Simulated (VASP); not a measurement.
Crystal: Ru.

```
CELL_PARAMETERS angstrom
2.70783 0.00000 0.00000
-1.35391 2.34505 0.00000
0.00000 0.00000 4.26810
ATOMIC_POSITIONS crystal
Ru 0.33333 0.66667 0.25000
Ru 0.66667 0.33333 0.75000
```

```yaml
Program: VASP 6.6.1
Task: relaxation of cell and atoms
Functional: RPBE
Potentials_or_basis: VASP PAW PBE potentials, release 64 (Ru_pv)
Cutoff: 600 eV
k_mesh: 18 × 18 × 10
Occupations: gaussian, width 0.1 eV
Spin: no spin polarisation
```

At the start: pressure 9.5 GPa; volume 13.55 Å³/atom.

**Question.** Where does the relaxation end?

**Answer.** Over 8 steps the energy falls by 11.7 meV/atom and the volume is 13.96 Å³/atom (+3.0 %); space group P6_3/mmc (No. 194, to 0.05 Å).

The path:
```
step  energy change (eV)  largest force (eV/Å)  pressure (GPa)  volume (Å³)
   1              0.0000                0.0000            9.46        27.10
   2              0.1459                0.0000          -20.25        30.36
   3             -0.0234                0.0000           -0.30        27.94
   4             -0.0234                0.0000           -0.02        27.92
   5             -0.0234                0.0000            0.16        27.90
   6             -0.0234                0.0000            0.16        27.90
   7             -0.0234                0.0000            0.16        27.90
   8             -0.0234                0.0000            0.03        27.91
```

Final structure:
```
Ru
1.0
     2.73272    0.00000    0.00000
    -1.36636    2.36661    0.00000
     0.00000    0.00000    4.31580
Ru
2
Direct
  0.33333 0.66667 0.25000
  0.66667 0.33333 0.75000
```

Caveat: the PAW data sets were made with another functional, which shifts forces and pressure a little.
